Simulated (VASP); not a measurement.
A convergence study with VASP on Pb (fcc): one setting is varied, all else stays as given below, so the limit is that of these other settings. Each run relaxes cell and ions from the cell shown. The basis is that of the starting cell, so low cut-offs carry a Pulay error.

```xyz
1
Lattice="0.0000 2.4750 2.4750 2.4750 0.0000 2.4750 2.4750 2.4750 0.0000" Properties=species:S:1:pos:R:3 pbc="T T T"
Pb     0.0000     0.0000     0.0000
```

These are PBE GGA, VASP's PBE PAW potentials (set 64) (plane waves; VASP) values and carry that method's errors. The tightest run used: 700 eV cut-off, 10×10×10 Γ-centred mesh, first-order Methfessel-Paxton smearing of 0.10 eV, potentials Pb_d.

### Question
The settings run are ENCUT = 200; ENCUT = 250; ENCUT = 300; ENCUT = 350; ENCUT = 400; ENCUT = 450; ENCUT = 500; ENCUT = 550; ENCUT = 600; ENCUT = 650; ENCUT = 700. From which on does the relaxed volume stay within 0.1 Å³/atom of the tightest run?

### Answer
From ENCUT = 450 on: it is off by 0.002 there and by no more than 0.1 in any finer run, while ENCUT = 400 is off by 0.145.
```tsv
setting	relaxed volume (Å³/atom)	E (eV/atom)	plane waves	difference judged (Å³/atom)
ENCUT = 200	27.153	-3.6225	204	4.733
ENCUT = 250	31.487	-3.5562	286	0.398
ENCUT = 300	31.419	-3.5538	368	0.466
ENCUT = 350	31.366	-3.5529	464	0.519
ENCUT = 400	31.740	-3.5582	568	0.145
ENCUT = 450	31.883	-3.5597	678	0.002
ENCUT = 500	31.841	-3.5588	785	0.044
ENCUT = 550	31.823	-3.5586	907	0.062
ENCUT = 600	31.856	-3.5591	1031	0.029
ENCUT = 650	31.884	-3.5595	1159	0.001
ENCUT = 700	31.885	-3.5594	1298	0.000
```

Left out are rungs that failed or repeat a setting and relaxations that didn't move; long series are thinned to 24 rows.

The compound is Pb in the fcc structure.
